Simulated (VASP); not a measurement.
Here is a VASP 6.6.1 calculation.

File POSCAR:

```
LaLuN2
1.0
    3.4887320000      0.0000000000      0.0000000000
   -1.7443660000      3.0213300000      0.0000000000
    0.0000000000      0.0000000000     11.8492500000
La Lu N
2 2 4
Direct
    0.3333330000      0.6666670000      0.2500000000
    0.6666670000      0.3333330000      0.7500000000
    0.0000000000      0.0000000000      0.5000000000
    0.0000000000      0.0000000000      0.0000000000
    0.3333330000      0.6666670000      0.8865930000
    0.6666670000      0.3333330000      0.1134070000
    0.6666670000      0.3333330000      0.3865930000
    0.3333330000      0.6666670000      0.6134070000
```

File INCAR.step1:

```
SYSTEM = LaLuN2
PREC = Accurate
ENCUT = 520
EDIFF = 1E-5
ISMEAR = 0
SIGMA = 0.02
LREAL = .FALSE.
LASPH = .TRUE.
NELM = 40
ALGO = Normal
ISIF = 2
LWAVE = .TRUE.
LCHARG = .FALSE.
KPAR = 8
GGA = PE
```

File INCAR.step2:

```
SYSTEM = LaLuN2
PREC = Accurate
ENCUT = 520
EDIFF = 1E-5
ISMEAR = 0
SIGMA = 0.02
LREAL = .FALSE.
LASPH = .TRUE.
NELM = 40
ALGO = Normal
ISIF = 2
LWAVE = .FALSE.
LCHARG = .FALSE.
GGA = PE
LHFCALC = .TRUE.
HFSCREEN = 0.2
PRECFOCK = Fast
KPAR = 8
ISTART = 1
```

File KPOINTS:

```
Automatic mesh
0
G
  6 6 2
  0 0 0
```

Potentials or basis: VASP PAW PBE potentials, release 64 (La, Lu, N).

Run with:

```bash
$ cat potpaw_PBE.64/La/POTCAR potpaw_PBE.64/Lu/POTCAR potpaw_PBE.64/N/POTCAR > POTCAR
$ cp INCAR.step1 INCAR
$ mpirun -np 8 vasp_std > vasp.out
$ cp INCAR.step2 INCAR
$ mpirun -np 8 vasp_std > vasp.out
```

Question: Estimate the pressure.

Answer: -1.2 GPa.

Question: Predict the band gap on the k mesh.

Answer: 1.12 eV, indirect (least direct gap 1.68 eV).

Question: Predict the largest force.

Answer: 0.196 eV/Å.

Stress tensor (GPa, compression positive):
```
-0.99  0.00  0.00
 0.00 -0.99  0.00
 0.00  0.00 -1.58
```

Caveat: the PAW data sets were made with another functional, which shifts forces and pressure a little; spin-orbit coupling is left out, which moves the levels of the heavy elements. A k mesh can miss the band edges.
